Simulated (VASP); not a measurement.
Computed with LDA (Ceperley-Alder, Perdew-Zunger), VASP's LDA PAW potentials (set 64) (plane waves; VASP).

A VASP calculation is set up with these files.

File POSCAR:
```
La2O3
1.0
  1.9415979746  -3.3629462528   0.0000000000
  1.9415979746   3.3629462528   0.0000000000
  0.0000000000   0.0000000000   5.9474556670
La O
2 3
Cartesian
  1.9415979746   1.1209843262   1.4502608980
  1.9415979746  -1.1209843262   4.4971947690
  0.0000000000   0.0000000000   5.9474556670
  1.9415979746   1.1209843262   3.8447424721
  1.9415979746  -1.1209843262   2.1027131949
```

**KPOINTS**
```
k-points along high-symmetry lines
10
Line-mode
Reciprocal
  0.000000   0.000000   0.000000 ! GAMMA
  0.500000   0.000000   0.000000 ! M

  0.500000   0.000000   0.000000 ! M
  0.333333   0.333333   0.000000 ! K

  0.333333   0.333333   0.000000 ! K
  0.000000   0.000000   0.000000 ! GAMMA

  0.000000   0.000000   0.000000 ! GAMMA
  0.000000   0.000000   0.500000 ! A

  0.000000   0.000000   0.500000 ! A
  0.500000   0.000000   0.500000 ! L

  0.500000   0.000000   0.500000 ! L
  0.333333   0.333333   0.500000 ! H

  0.333333   0.333333   0.500000 ! H
  0.000000   0.000000   0.500000 ! A

  0.500000   0.000000   0.500000 ! L
  0.500000   0.000000   0.000000 ! M

  0.333333   0.333333   0.500000 ! H
  0.333333   0.333333   0.000000 ! K
```

**INCAR**
```
# general
SYSTEM  = La2O3
PREC    = Accurate
ENCUT   = 520
LREAL   = F
LASPH   = T
ICHARG  = 11

# electronic loop
EDIFF   = 1E-7
NELM    = 100
ALGO    = Normal
LMAXMIX = 6

# smearing
ISMEAR  = 0
SIGMA   = 0.05

# output
LWAVE   = F
LCHARG  = F
LORBIT  = 11
```

POTCAR, in this order: La O (LDA.64 set). Program: vasp_std. Read from the step before: CHGCAR.

Output

### OUTCAR
```
 ion  position               nearest neighbor table
   1  0.333  0.667  0.244-   5 2.33   5 2.33   5 2.33   4 2.39   3 2.67   3 2.67   3 2.67   2 3.67
                             2 3.67   2 3.67
   2  0.667  0.333  0.756-   4 2.33   4 2.33   4 2.33   5 2.39   3 2.67   3 2.67   3 2.67   1 3.67
                             1 3.67   1 3.67
   3  0.000  0.000  0.000-   1 2.67   2 2.67   2 2.67   1 2.67   2 2.67   1 2.67
   4  0.333  0.667  0.646-   2 2.33   2 2.33   2 2.33   1 2.39
   5  0.667  0.333  0.354-   1 2.33   1 2.33   1 2.33   2 2.39
  LATTYP: Found a hexagonal cell.
 ALAT       =     3.8831958738
 C/A-ratio  =     1.5315878622
 Subroutine PRICEL returns:
 Original cell was already a primitive cell.
 Subroutine GETGRP returns: Found 12 space group operations
The static configuration has the point symmetry D_3d.
The dynamic configuration has the point symmetry D_3d.
 Subroutine INISYM returns: Found 12 space group operations
   k-points           NKPTS =     90   k-points in BZ     NKDIM =     90   number of bands    NBANDS=     24
   number of dos      NEDOS =    301   number of ions     NIONS =      5
   total plane-waves  NPLWV =  43200
   dimension x,y,z NGX =    30 NGY =   30 NGZ =   48
   dimension x,y,z NGXF=    60 NGYF=   60 NGZF=   96
   ions per type =               2   3
   PREC   = accura    normal or accurate (medium, high low for compatibility)
   ISTART =      0    job   : 0-new  1-cont  2-samecut
   ICHARG =     11    charge: 1-file 2-atom 10-const
   ISPIN  =      1    spin polarized calculation?
   LNONCOLLINEAR =      F non collinear calculations
   LSORBIT =      F    spin-orbit coupling
   INIWAV =      1    electr: 0-lowe 1-rand  2-diag
   ENCUT  =  520.0 eV  38.22 Ry    6.18 a.u.   7.22  7.22 11.06*2*pi/ulx,y,z
   NELM   =    100;   NELMIN=  2; NELMDL= -5     # of ELM steps
   EDIFF  = 0.1E-06   stopping-criterion for ELM
   LREAL  =      F    real-space projection
   NLSPLINE    = F    spline interpolate recip. space projectors
   LMAXMIX     =    6 max onsite mixed and CHGCAR
   VOSKOWN=      0    Vosko Wilk Nusair interpolation
   EDIFFG = 0.1E-05   stopping-criterion for IOM
   NSW    =      0    number of steps for IOM
   NBLOCK =      1;   KBLOCK =      1    inner block; outer block
...
```

### OSZICAR
```
       N       E                     dE             d eps       ncg     rms          rms(c)
DAV:   1     0.425024980188E+03    0.42502E+03   -0.15785E+04  4392   0.263E+03
DAV:   2     0.652515556564E+02   -0.35977E+03   -0.35451E+03  6312   0.401E+02
DAV:   3    -0.300122314123E+02   -0.95264E+02   -0.93900E+02  8288   0.209E+02
DAV:   4    -0.450899043294E+02   -0.15078E+02   -0.14997E+02  8072   0.801E+01
DAV:   5    -0.458572840392E+02   -0.76738E+00   -0.76705E+00  7800   0.196E+01
DAV:   6    -0.459228608852E+02   -0.65577E-01   -0.65573E-01  8056   0.524E+00
DAV:   7    -0.459267797152E+02   -0.39188E-02   -0.39188E-02  8000   0.148E+00
DAV:   8    -0.459271124517E+02   -0.33274E-03   -0.33274E-03  7968   0.420E-01
DAV:   9    -0.459271401721E+02   -0.27720E-04   -0.27720E-04  7936   0.118E-01
DAV:  10    -0.459271428905E+02   -0.27184E-05   -0.27184E-05  7968   0.337E-02
DAV:  11    -0.459271431318E+02   -0.24129E-06   -0.24129E-06  6568   0.102E-02
DAV:  12    -0.459271431543E+02   -0.22428E-07   -0.22423E-07  4968   0.340E-03
   1 F= -.45927143E+02 E0= -.45927143E+02  d E =-.257650E-17
```

OUTCAR:
```
 val. band max:        6.2173331342   @ k =   0.2593   0.2593   0.5000

 cond. band min:       9.9421487525   @ k =   0.3333   0.3333   0.0000



 k-point     1 :       0.0000    0.0000    0.0000
  band No.  band energies     occupation
      1     -23.3076      2.00000
      2     -22.9748      2.00000
      3     -10.7191      2.00000
      4      -9.2694      2.00000
      5      -8.8498      2.00000
      6      -6.8046      2.00000
      7      -6.8045      2.00000
      8      -6.4998      2.00000
      9      -6.4998      2.00000
     10      -6.3444      2.00000
     11      -5.5696      2.00000
     12       3.5750      2.00000
     13       3.5750      2.00000
     14       3.8849      2.00000
     15       3.8849      2.00000
     16       4.0547      2.00000
     17       4.3657      2.00000
     18       5.7161      2.00000
     19       5.7161      2.00000
     20       6.0049      2.00000
     21      10.4761      0.00000
     22      10.6941      0.00000
     23      10.6942      0.00000
     24      11.5794      0.00000

 k-point     2 :       0.0556    0.0000    0.0000
  band No.  band energies     occupation
      1     -23.3007      2.00000
      2     -22.9722      2.00000
      3     -10.7135      2.00000
      4      -9.3422      2.00000
      5      -8.9132      2.00000
      6      -6.8214      2.00000
      7      -6.7456      2.00000
      8      -6.5035      2.00000
      9      -6.4462      2.00000
     10      -6.3539      2.00000
     11      -5.5753      2.00000
     12       3.6117      2.00000
     13       3.6211      2.00000
     14       3.7842      2.00000
     15       3.9068      2.00000
     16       4.0674      2.00000
     17       4.5074      2.00000
     18       5.6663      2.00000
     19       5.7148      2.00000
     20       5.9891      2.00000
     21      10.5176      0.00000
     22      10.7025      0.00000
     23      10.7218      0.00000
     24      11.5994      0.00000

...
```

The density is held fixed in this step, so its total energy and stress have no physical meaning.

The compound is La2O3 in the a-type structure. It was relaxed first, which changed the volume by -6 %.
